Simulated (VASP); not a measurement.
Output of a VASP run:

File OSZICAR:
```
       N       E                     dE             d eps       ncg     rms          rms(c)
DAV:   1     0.754618228502E+02    0.75462E+02   -0.83263E+03   520   0.154E+03
DAV:   2    -0.303599155931E+02   -0.10582E+03   -0.99299E+02   520   0.276E+02
DAV:   3    -0.383109413047E+02   -0.79510E+01   -0.78325E+01   715   0.883E+01
DAV:   4    -0.385571899106E+02   -0.24625E+00   -0.24609E+00   621   0.135E+01
DAV:   5    -0.385659077979E+02   -0.87179E-02   -0.87177E-02   783   0.274E+00    0.625E+00
DAV:   6    -0.355831250627E+02    0.29828E+01   -0.93984E+00   520   0.869E+01    0.506E+00
DAV:   7    -0.352437236124E+02    0.33940E+00   -0.16793E+00   590   0.506E+01    0.249E+00
DAV:   8    -0.352629526543E+02   -0.19229E-01   -0.62420E-01   610   0.230E+01    0.148E+00
DAV:   9    -0.351778706150E+02    0.85082E-01   -0.23218E-01   658   0.132E+01    0.239E-01
DAV:  10    -0.352391370386E+02   -0.61266E-01   -0.28003E-02   520   0.172E+00    0.109E-01
DAV:  11    -0.352395220168E+02   -0.38498E-03   -0.65057E-04   700   0.257E-01    0.676E-02
DAV:  12    -0.352389764937E+02    0.54552E-03   -0.14993E-03   620   0.121E+00    0.973E-02
DAV:  13    -0.352395358090E+02   -0.55932E-03   -0.11570E-03   620   0.106E+00    0.139E-02
DAV:  14    -0.352395242826E+02    0.11526E-04   -0.31863E-05   535   0.562E-02    0.886E-03
DAV:  15    -0.352395462295E+02   -0.21947E-04   -0.17754E-05   616   0.874E-02    0.281E-03
DAV:  16    -0.352395460311E+02    0.19839E-06   -0.18929E-06   579   0.173E-02
   1 F= -.35239546E+02 E0= -.35239546E+02  d E =-.352395E+02
```

OUTCAR:
```
------------------------ aborting loop because EDIFF is reached ----------------------------------------
  FORCE on cell =-STRESS in cart. coord.  units (eV):
  Direction    XX          YY          ZZ          XY          YZ          ZX
  --------------------------------------------------------------------------------------
  Total        0.0096108      0.0096108      0.0096108      0.0000000      0.0000000      0.0000000
  in kB        0.2873413      0.2873413      0.2873413      0.0000000      0.0000000      0.0000000
  external PRESSURE =       0.2873413 kB  Pullay stress =       0.0000000 kB
  volume of cell :       53.59
      direct lattice vectors                 reciprocal lattice vectors
     0.000000000  2.992363674  2.992363674    -0.167091990  0.167091990  0.167091990
     2.992363674  0.000000000  2.992363674     0.167091990 -0.167091990  0.167091990
     2.992363674  2.992363674  0.000000000     0.167091990  0.167091990 -0.167091990
  FREE ENERGIE OF THE ION-ELECTRON SYSTEM (eV)
  ---------------------------------------------------
  free  energy   TOTEN  =       -35.2395460311 eV

  energy  without entropy=      -35.2395460311  energy(sigma->0) =      -35.23954603

 reached required accuracy - stopping structural energy minimisation
```
(Selected blocks of OUTCAR.)

**POSCAR**
```
CuI
1
   -0.0000000000     2.9923636743     2.9923636743
    2.9923636743    -0.0000000000     2.9923636743
    2.9923636743     2.9923636743     0.0000000000
Cu I
1 1
Direct
  0.0000000000   0.0000000000   0.0000000000
  0.2500000000   0.2500000000   0.2500000000
```

Q: Reconstruct the remaining input files.

A: Several could match; the one computed here: the input of the run itself, r2SCAN+rVV10, plane waves, VASP's PBE PAW potentials (set 64).

INCAR:
```
# general
SYSTEM  =CuI
PREC    =Accurate
ENCUT   =520
LREAL   =F   # projection in real space or not
LASPH   =T

# electronic loop
EDIFF   =1E-6   # SCF stop (eV)
NELM    =100   # most electronic steps
ALGO    =Normal   # blocked Davidson
LMAXMIX =4   # l cut-off of mixed one-centre charges
LMIXTAU =T

# smearing
ISMEAR  =0   # Gaussian
SIGMA   =0.05

# functional
METAGGA =R2SCAN
LUSE_VDW=T
BPARAM  =11.95
CPARAM  =0.0093

# ions
IBRION  =2
NSW     =60
ISIF    =3
EDIFFG  =-0.01

# output
LWAVE   =F
LCHARG  =F
```

**KPOINTS**
```
Automatic
0
G
 7 7 7
```

POTCAR, in this order: Cu I (PBE.64 set). Program: vasp_std.

The compound is CuI in the zinc blende structure. It was relaxed first. The start is the result of an earlier pass.
